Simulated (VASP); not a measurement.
**Sr: relaxation of cell and atoms with LDA**

Sr:

```
CELL_PARAMETERS angstrom
0.00000 4.23640 4.23640
4.23640 0.00000 4.23640
4.23640 4.23640 0.00000
ATOMIC_POSITIONS crystal
Sr 0.12500 0.12500 0.12500
Sr 0.87500 0.87500 0.87500
```

The cell was built by a generator and needn't be a form met in nature.

```json
{"Program": "VASP 6.6.1", "Task": "relaxation of cell and atoms", "Functional": "LDA", "Potentials or basis": "VASP PAW LDA potentials, release 64 (Sr_sv)", "Cutoff": "600 eV", "k mesh": "7 × 7 × 7", "Occupations": "fermi-dirac, width 0.1 eV", "Spin": "no spin polarisation", "Dipole correction": "no", "Further INCAR settings": "ALGO = Normal; EDIFF = 1e-06; IBRION = 2; EDIFFG = -0.01; NSW = 80; ISIF = 3"}
```

```
Relaxed volume                         : 97.76 Å³/atom
Relaxed cell                           : a = 6.515 Å, b = 6.515 Å, c = 6.515 Å, α = 60.00°, β = 60.00°, γ = 60.00°
Space group after relaxing (to 0.05 Å) : Fd-3m (No. 227)
Energy gained by relaxing              : 48.9 meV/atom
Ionic steps                            : 4
Pressure after relaxing                : 0.0 GPa
Band gap on the k mesh                 : none (metal or under the smearing width)
```

The path:
| step | energy change (eV) | largest force (eV/Å) | pressure (GPa) | volume (Å³) |
| --- | --- | --- | --- | --- |
| 1 | 0.0000 | 0.0000 | 0.79 | 152.06 |
| 2 | -0.0363 | 0.0000 | 0.61 | 160.42 |
| 3 | -0.0955 | 0.0000 | 0.12 | 187.30 |
| 4 | -0.0978 | 0.0000 | -0.01 | 195.52 |

Final structure:
```
Sr
1.0
     0.00000    4.60668    4.60668
     4.60668    0.00000    4.60668
     4.60668    4.60668    0.00000
Sr
2
Direct
  0.12500 0.12500 0.12500
  0.87500 0.87500 0.87500
```

Levels at points of the mesh, in eV from the Fermi level:
```csv
k point,band 6,band 7,band 8,band 9,band 10,band 11,band 12,band 13,band 14
"(0.00, 0.00, 0.00)",-19.31,-19.31,-19.31,-2.79,0.70,0.70,0.70,0.83,0.83
```

It took 96 s on 1 thread of Intel(R) Xeon(R) Platinum 8488C (Sapphire Rapids), on a shared host, peak memory 0.28 GiB.

Caveat: the volume moved by over 15 % at a fixed basis, so the end points are rough.
